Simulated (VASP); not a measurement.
Method: PBE GGA with D3 dispersion (Becke-Johnson damping), VASP's PBE PAW potentials (set 64) (plane waves; VASP 6.6.1).

VASP input:

KPOINTS:
```
K-points
0
gamma
14 14 14
0 0 0
```

### POSCAR
```
Pt
1
    0.0000000000     1.9600000000     1.9600000000
    1.9600000000     0.0000000000     1.9600000000
    1.9600000000     1.9600000000     0.0000000000
Pt
1
Direct
  0.0000000000   0.0000000000   0.0000000000
```

### INCAR
```
! general
SYSTEM   =  Pt
PREC     =  Accurate
ENCUT    =  520   ! plane-wave cut-off (eV)
LREAL    =  .FALSE.
LASPH    =  .TRUE.   ! aspherical one-centre terms

! electronic loop
EDIFF    =  1E-6   ! SCF stop (eV)
NELM     =  100
ALGO     =  Normal
LMAXMIX  =  6

! smearing
ISMEAR   =  1   ! Methfessel-Paxton
SIGMA    =  0.1   ! width (eV)

! functional
GGA      =  PE   ! PBE
IVDW     =  12   ! D3, Becke-Johnson

! ions
IBRION   =  2   ! conjugate gradients
NSW      =  60
ISIF     =  3
EDIFFG   =  -0.01   ! ionic stop

! output
LWAVE    =  .FALSE.
LCHARG   =  .FALSE.
```

POTCAR, in this order: Pt (PBE.64 set). Program: vasp_std.

Output

### OSZICAR
```
       N       E                     dE             d eps       ncg     rms          rms(c)
DAV:   1     0.370095803880E+02    0.37010E+02   -0.55199E+03  1984   0.103E+03
DAV:   2    -0.603188603491E+01   -0.43041E+02   -0.40740E+02  1964   0.187E+02
DAV:   3    -0.646349675914E+01   -0.43161E+00   -0.42088E+00  2209   0.188E+01
DAV:   4    -0.646494099865E+01   -0.14442E-02   -0.14440E-02  2147   0.116E+00
DAV:   5    -0.646494976822E+01   -0.87696E-05   -0.87701E-05  2116   0.820E-02    0.130E+01
DAV:   6    -0.613302276664E+01    0.33193E+00   -0.84807E-01  1913   0.845E+00    0.687E+00
DAV:   7    -0.609265699055E+01    0.40366E-01   -0.15895E-01  2015   0.355E+00    0.251E+00
DAV:   8    -0.608912381266E+01    0.35332E-02   -0.50761E-03  2015   0.708E-01    0.464E-01
DAV:   9    -0.608900230075E+01    0.12151E-03   -0.47066E-05  1988   0.741E-02    0.169E-02
DAV:  10    -0.608900730666E+01   -0.50059E-05   -0.20599E-06  2152   0.140E-02    0.173E-03
DAV:  11    -0.608900732597E+01   -0.19317E-07   -0.39693E-08  1014   0.203E-03
   1 F= -.68694512E+01 E0= -.68695622E+01  d E =-.686945E+01
       N       E                     dE             d eps       ncg     rms          rms(c)
DAV:   1    -0.611605943763E+01   -0.27052E-01   -0.40167E-01  1907   0.678E+00    0.875E-01
DAV:   2    -0.610010076937E+01    0.15959E-01   -0.47705E-02  1884   0.193E+00    0.376E-01
DAV:   3    -0.609911796543E+01    0.98280E-03   -0.49732E-03  1947   0.583E-01    0.206E-01
DAV:   4    -0.609916245875E+01   -0.44493E-04   -0.15892E-04  2092   0.999E-02    0.143E-02
DAV:   5    -0.609916451080E+01   -0.20521E-05   -0.28107E-06  2323   0.122E-02    0.331E-03
DAV:   6    -0.609916485651E+01   -0.34571E-06   -0.16908E-07   978   0.338E-03
   2 F= -.68681889E+01 E0= -.68683050E+01  d E =0.126229E-02
       N       E                     dE             d eps       ncg     rms          rms(c)
DAV:   1    -0.610141238996E+01   -0.22479E-02   -0.22115E-01  1906   0.504E+00    0.678E-01
DAV:   2    -0.609265565342E+01    0.87567E-02   -0.25553E-02  1881   0.142E+00    0.260E-01
DAV:   3    -0.609209920461E+01    0.55645E-03   -0.28697E-03  1942   0.445E-01    0.138E-01
DAV:   4    -0.609213680140E+01   -0.37597E-04   -0.10702E-04  2087   0.829E-02    0.889E-03
DAV:   5    -0.609213606102E+01    0.74038E-06   -0.16422E-06  1936   0.133E-02
   3 F= -.68696260E+01 E0= -.68697384E+01  d E =-.174790E-03
```

OUTCAR:
```
------------------------ aborting loop because EDIFF is reached ----------------------------------------
 Edisp (eV)   -0.77749
  FORCE on cell =-STRESS in cart. coord.  units (eV):
  Direction    XX          YY          ZZ          XY          YZ          ZX
  --------------------------------------------------------------------------------------
  Total      -0.00056    -0.00056    -0.00056     0.00000    -0.00000     0.00000
  in kB      -0.05906    -0.05906    -0.05906     0.00000    -0.00000     0.00000
  external pressure =       -0.06 kB  Pullay stress =        0.00 kB
  volume of cell :       15.11
      direct lattice vectors                 reciprocal lattice vectors
     0.000000000  1.962377646  1.962377646    -0.254792955  0.254792955  0.254792955
     1.962377646 -0.000000000  1.962377646     0.254792955 -0.254792955  0.254792955
     1.962377646  1.962377646 -0.000000000     0.254792955  0.254792955 -0.254792955
 POSITION                                       TOTAL-FORCE (eV/Angst)
 -----------------------------------------------------------------------------------
      0.00000      0.00000      0.00000        -0.000000     -0.000000      0.000000
 -----------------------------------------------------------------------------------
    total drift:                               -0.000000     -0.000000     -0.000000
  FREE ENERGIE OF THE ION-ELECTRON SYSTEM (eV)
  ---------------------------------------------------
  free  energy   TOTEN  =        -6.8696259906 eV

  energy  without entropy=       -6.8699631354  energy(sigma->0) =       -6.86973837

 reached required accuracy - stopping structural energy minimisation
```
(Selected blocks of OUTCAR.)

**CONTCAR**
```
Pt
   1.00000000000000
     0.0000000000000000    1.9623776456252486    1.9623776456252486
     1.9623776456252486   -0.0000000000000000    1.9623776456252486
     1.9623776456252486    1.9623776456252486   -0.0000000000000000
  Pt
     1
Direct
     0.0000000000000000    0.0000000000000000    0.0000000000000000
```

File OUTCAR:
```
 val. band max:       11.1951290622   @ k =   0.5000   0.3571   0.0714

 cond. band min:      11.2201085684   @ k =   0.4286   0.1429   0.0000


 Fermi energy:        11.2040660275

 k-point     1 :       0.0000    0.0000    0.0000
  band No.  band energies     occupation
      1       1.0310      2.00000
      2       7.4465      2.00000
      3       7.4465      2.00000
      4       7.4465      2.00000
      5       9.5958      2.00000
      6       9.5958      2.00000
      7      25.8676      0.00000
      8      30.8247      0.00000
      9      30.8247      0.00000

 k-point     2 :       0.0714    0.0000    0.0000
  band No.  band energies     occupation
      1       1.2354      2.00000
      2       7.3562      2.00000
      3       7.5270      2.00000
      4       7.5270      2.00000
      5       9.5514      2.00000
      6       9.5514      2.00000
      7      26.1839      0.00000
      8      29.7954      0.00000
      9      31.1389      0.00000

 k-point     3 :       0.1429    0.0000    0.0000
  band No.  band energies     occupation
      1       1.8166      2.00000
      2       7.1509      2.00000
      3       7.7141      2.00000
      4       7.7141      2.00000
      5       9.4859      2.00000
      6       9.4859      2.00000
      7      26.9754      0.00000
      8      27.8543      0.00000
      9      32.0324      0.00000

 k-point     4 :       0.2143    0.0000    0.0000
  band No.  band energies     occupation
      1       2.6491      2.00000
      2       7.0263      2.00000
      3       7.8351      2.00000
      4       7.8351      2.00000
      5       9.5965      2.00000
      6       9.5965      2.00000
      7      25.6865      0.00000
      8      27.6450      0.00000
      9      33.3154      0.00000

 k-point     5 :       0.2857    0.0000    0.0000
  band No.  band energies     occupation
      1       3.4341      2.00000
      2       7.3326      2.00000
      3       7.7578      2.00000
...
```

Unless said otherwise, spin-orbit coupling is left out, though it shifts the bands of the heavy elements here.

The compound is Pt in the fcc structure. This run relaxes it. Symmetry was kept, so distortions that lower it aren't found.
